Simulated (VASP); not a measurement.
Given:

```
Pd
1.0
    0.00000     1.93587     1.93587
    1.93587     0.00000     1.93587
    1.93587     1.93587     0.00000
Pd
1
Direct
  0.00000   0.00000   0.00000
```

The numbers are results of PBEsol GGA with spin-orbit coupling, VASP's PBE PAW potentials (set 64) (plane waves; VASP), not measurements. Settings: 400 eV cut-off, 15×15×15 Γ-centred mesh, Gaussian smearing of 0.050 eV, potentials Pd.

**Question.** Give the energies of bands 1 to 12 at the high-symmetry points, in eV from the Fermi level.

**Answer.** 
```
band      Γ      X      U      L      W
----  -----  -----  -----  -----  -----
1     -7.37  -5.57  -4.90  -5.48  -4.48
2     -7.37  -5.57  -4.90  -5.48  -4.48
3     -3.06  -5.28  -4.31  -3.16  -3.57
4     -3.06  -5.28  -4.31  -3.16  -3.57
5     -3.06  -0.09  -2.07  -2.82  -3.46
6     -3.06  -0.09  -2.07  -2.82  -3.46
7     -2.75   0.18  -0.98  -0.11  -1.35
8     -2.75   0.18  -0.98  -0.11  -1.35
9     -1.23   0.47  -0.15   0.08   0.31
10    -1.23   0.47  -0.15   0.08   0.31
11    -1.23   3.23   7.11   0.88   8.73
12    -1.23   3.23   7.11   0.88   8.73
```

It has no gap at this level: it comes out as a metal or semimetal.

The compound is Pd in the fcc structure. It was relaxed first.
